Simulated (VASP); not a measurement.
Level of theory: PBE GGA, VASP's PBE PAW potentials (set 64) (plane waves; VASP).

Input for VASP

**KPOINTS**
```
Automatic mesh
0
Gamma
7 7 7
0 0 0
```

INCAR:
```
SYSTEM = Pt3Ti
PREC = Accurate; ENCUT = 400; LREAL = .False.
LASPH = .True.; NBANDS = 23
EDIFF = 1E-6; NELM = 100; ALGO = Normal
LMAXMIX = 6
ISMEAR = 1; SIGMA = 0.1
GGA = PE
ISIF = 2
LWAVE = .False.; LCHARG = .False.
```

### POSCAR
```
Pt3Ti
1
    3.9984000000     0.0000000000     0.0000000000
    0.0000000000     3.9984000000     0.0000000000
    0.0000000000     0.0000000000     3.9984000000
Ti Pt
1 3
Direct
  0.0000000000   0.0000000000   0.0000000000
  0.0000000000   0.5000000000   0.5000000000
  0.5000000000   0.0000000000   0.5000000000
  0.5000000000   0.5000000000   0.0000000000
```

POTCAR, in this order: Ti_sv Pt (PBE.64 set). Program: vasp_std.

The run wrote:

File OSZICAR:
```
       N       E                     dE             d eps       ncg     rms          rms(c)
DAV:   1     0.331271608933E+03    0.33127E+03   -0.18566E+04   920   0.160E+03
DAV:   2     0.749549830010E+00   -0.33052E+03   -0.32774E+03  1011   0.425E+02
DAV:   3    -0.320079756941E+02   -0.32758E+02   -0.32090E+02  1474   0.105E+02
DAV:   4    -0.328469511689E+02   -0.83898E+00   -0.83742E+00  1045   0.192E+01
DAV:   5    -0.328790101027E+02   -0.32059E-01   -0.32056E-01  1419   0.376E+00    0.189E+01
DAV:   6    -0.311905423165E+02    0.16885E+01   -0.32527E+01  1414   0.372E+01    0.155E+01
DAV:   7    -0.303181105651E+02    0.87243E+00   -0.45228E+01  1351   0.375E+01    0.906E+00
DAV:   8    -0.296118228805E+02    0.70629E+00   -0.24396E+00  1270   0.113E+01    0.427E+00
DAV:   9    -0.295278967104E+02    0.83926E-01   -0.26380E+00  1328   0.783E+00    0.231E+00
DAV:  10    -0.294742211978E+02    0.53676E-01   -0.40666E-01  1284   0.385E+00    0.418E-01
DAV:  11    -0.294768608769E+02   -0.26397E-02   -0.76115E-03  1197   0.594E-01    0.478E-01
DAV:  12    -0.294745223253E+02    0.23386E-02   -0.20210E-02  1314   0.752E-01    0.650E-02
DAV:  13    -0.294749765293E+02   -0.45420E-03   -0.28760E-04  1156   0.116E-01    0.910E-02
DAV:  14    -0.294759430321E+02   -0.96650E-03   -0.71123E-03  1214   0.321E-02    0.112E-01
DAV:  15    -0.294763384542E+02   -0.39542E-03   -0.32757E-03  1404   0.356E-02    0.141E-01
DAV:  16    -0.294761940490E+02    0.14441E-03   -0.25402E-03  1367   0.263E-01    0.607E-02
DAV:  17    -0.294761671054E+02    0.26944E-04   -0.99727E-05  1337   0.620E-02    0.280E-02
DAV:  18    -0.294761600038E+02    0.71016E-05   -0.65872E-05  1380   0.391E-02    0.460E-03
DAV:  19    -0.294761602530E+02   -0.24921E-06   -0.61059E-06  1052   0.142E-02
   1 F= -.29476160E+02 E0= -.29476577E+02  d E =0.125016E-02
```

**OUTCAR**
```
------------------------ aborting loop because EDIFF is reached ----------------------------------------
  FORCE on cell =-STRESS in cart. coord.  units (eV):
  Direction    XX          YY          ZZ          XY          YZ          ZX
  --------------------------------------------------------------------------------------
  Total       -3.4094471     -3.4094471     -3.4094471     -0.0000000     -0.0000000     -0.0000000
  in kB      -85.4546737    -85.4546737    -85.4546737     -0.0000000     -0.0000000     -0.0000000
  external PRESSURE =     -85.4546737 kB  Pullay stress =       0.0000000 kB
  volume of cell :       63.92
      direct lattice vectors                 reciprocal lattice vectors
     3.998400000  0.000000000  0.000000000     0.250100040  0.000000000  0.000000000
     0.000000000  3.998400000  0.000000000     0.000000000  0.250100040  0.000000000
     0.000000000  0.000000000  3.998400000     0.000000000  0.000000000  0.250100040
 POSITION                                       TOTAL-FORCE (eV/Angst)
 -----------------------------------------------------------------------------------
      0.00000      0.00000      0.00000         0.000000      0.000000      0.000000
      0.00000      1.99920      1.99920         0.000000      0.000000      0.000000
      1.99920      0.00000      1.99920         0.000000      0.000000      0.000000
      1.99920      1.99920      0.00000         0.000000      0.000000      0.000000
 -----------------------------------------------------------------------------------
    total drift:                                0.000000      0.000000      0.000000
  FREE ENERGIE OF THE ION-ELECTRON SYSTEM (eV)
  ---------------------------------------------------
  free  energy   TOTEN  =       -29.4761602530 eV

  energy  without entropy=      -29.4774104137  energy(sigma->0) =      -29.47657697
```
(Selected blocks of OUTCAR.)

The compound is Pt3Ti in the L1_2 structure. The cell was not relaxed at this level. The run is one of a series of settings (NBANDS = 23 against the base run), some of them coarse on purpose. VASP warned that the highest band is occupied, so more bands are needed.
